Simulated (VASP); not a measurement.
The system is IrC.

```
Ir C
1.0
     0.00000    2.31043    2.31043
     2.31043    0.00000    2.31043
     2.31043    2.31043    0.00000
Ir C
1 1
Direct
  0.00000 0.00000 0.00000
  0.75000 0.75000 0.75000
```

The cell was built by a generator and needn't be a form met in nature.

Base run:

- Program: VASP 6.6.1
- Functional: r2SCAN
- Potentials or basis: VASP PAW PBE potentials, release 64 (Ir, C)
- Cutoff: 520 eV
- k mesh: 10 × 10 × 10
- Occupations: fermi-dirac, width 0.05 eV
- Spin: no spin polarisation
- Hubbard terms: Ir d U = 4 eV

Its results: band gap on the k mesh none (metal or under the smearing width); pressure -11.3 GPa.

Question: The run is repeated on the same cell with these changes: hubbard terms from Ir d U = 4 eV to Ir d U = 5 eV. What comes out?

Answer: Band gap on the k mesh none (metal or under the smearing width); pressure -14.8 GPa.

Caveats: the PAW data sets were made with another functional, which shifts forces and pressure a little; U without spin polarisation on a metal has little footing; the U is typed as a test and isn't derived for this compound.
